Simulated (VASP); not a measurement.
Wanted: the native input for a VASP 6.6.1 run.

```
Task                   : single point
Functional             : LDA
Potentials or basis    : VASP PAW LDA potentials, release 64 (Si)
Cutoff                 : 300 eV
k mesh                 : 2 × 2 × 2
Occupations            : fermi-dirac, width 0.05 eV
Spin                   : no spin polarisation
Further INCAR settings : ALGO = Normal; EDIFF = 1e-06
```

The structure of Si lies in POSCAR:

```
Si
1.0
   10.8060000000      0.0000000000      0.0000000000
    0.0000000000     10.8060000000      0.0000000000
    0.0000000000      0.0000000000     10.8060000000
Si
64
Direct
    0.5000000000      0.0000000000      0.0000000000
    0.7500000000      0.2500000000      0.0000000000
    0.7500000000      0.0000000000      0.2500000000
    0.0000000000      0.0000000000      0.0000000000
    0.2500000000      0.2500000000      0.0000000000
    0.5000000000      0.5000000000      0.0000000000
    0.7500000000      0.7500000000      0.0000000000
    0.2500000000      0.0000000000      0.2500000000
    0.5000000000      0.2500000000      0.2500000000
    0.7500000000      0.5000000000      0.2500000000
    0.5000000000      0.0000000000      0.5000000000
    0.7500000000      0.2500000000      0.5000000000
    0.7500000000      0.0000000000      0.7500000000
    0.0000000000      0.5000000000      0.0000000000
    0.2500000000      0.7500000000      0.0000000000
    0.0000000000      0.2500000000      0.2500000000
    0.2500000000      0.5000000000      0.2500000000
    0.5000000000      0.7500000000      0.2500000000
    0.0000000000      0.0000000000      0.5000000000
    0.2500000000      0.2500000000      0.5000000000
    0.5000000000      0.5000000000      0.5000000000
    0.7500000000      0.7500000000      0.5000000000
    0.2500000000      0.0000000000      0.7500000000
    0.5000000000      0.2500000000      0.7500000000
    0.7500000000      0.5000000000      0.7500000000
    0.0000000000      0.7500000000      0.2500000000
    0.0000000000      0.5000000000      0.5000000000
    0.2500000000      0.7500000000      0.5000000000
    0.0000000000      0.2500000000      0.7500000000
    0.2500000000      0.5000000000      0.7500000000
    0.5000000000      0.7500000000      0.7500000000
    0.0000000000      0.7500000000      0.7500000000
    0.6250000000      0.1250000000      0.1250000000
    0.8750000000      0.3750000000      0.1250000000
    0.8750000000      0.1250000000      0.3750000000
    0.1250000000      0.1250000000      0.1250000000
    0.3750000000      0.3750000000      0.1250000000
    0.6250000000      0.6250000000      0.1250000000
    0.8750000000      0.8750000000      0.1250000000
    0.3750000000      0.1250000000      0.3750000000
    0.6250000000      0.3750000000      0.3750000000
    0.8750000000      0.6250000000      0.3750000000
    0.6250000000      0.1250000000      0.6250000000
    0.8750000000      0.3750000000      0.6250000000
    0.8750000000      0.1250000000      0.8750000000
    0.1250000000      0.6250000000      0.1250000000
    0.3750000000      0.8750000000      0.1250000000
    0.1250000000      0.3750000000      0.3750000000
    0.3750000000      0.6250000000      0.3750000000
    0.6250000000      0.8750000000      0.3750000000
    0.1250000000      0.1250000000      0.6250000000
    0.3750000000      0.3750000000      0.6250000000
    0.6250000000      0.6250000000      0.6250000000
    0.8750000000      0.8750000000      0.6250000000
    0.3750000000      0.1250000000      0.8750000000
    0.6250000000      0.3750000000      0.8750000000
    0.8750000000      0.6250000000      0.8750000000
    0.1250000000      0.8750000000      0.3750000000
    0.1250000000      0.6250000000      0.6250000000
    0.3750000000      0.8750000000      0.6250000000
    0.1250000000      0.3750000000      0.8750000000
    0.3750000000      0.6250000000      0.8750000000
    0.6250000000      0.8750000000      0.8750000000
    0.1250000000      0.8750000000      0.8750000000
```

The cell was built by a generator and needn't be a form met in nature.

These files were run (other wordings do the same):

INCAR

```
PREC = Accurate
ENCUT = 300
EDIFF = 1E-6
ISMEAR = -1
SIGMA = 0.05
LREAL = F
LASPH = T
NELM = 60
ALGO = Normal
ISIF = 2
LWAVE = F
LCHARG = F
```

KPOINTS

```
Automatic mesh
0
Gamma
  2 2 2
```

Potentials or basis: VASP PAW LDA potentials, release 64 (Si).

Command:

```console
$ cat potpaw_LDA.64/Si/POTCAR > POTCAR
$ mpirun -np 1 vasp_std > vasp.out
```

It gave:

| Quantity | Value |
| --- | --- |
| Pressure | -0.1 GPa |
| Band gap on the k mesh | 0.49 eV |

Caveat: the cutoff is under 1.25 times the usual one of these potentials, so pressure, stress and relaxed cells hold a basis-set (Pulay) error.

Wall time 9.8 min on 1 thread of AMD EPYC 7R13 Processor (Zen 3) (shared host), peak memory 0.51 GiB.
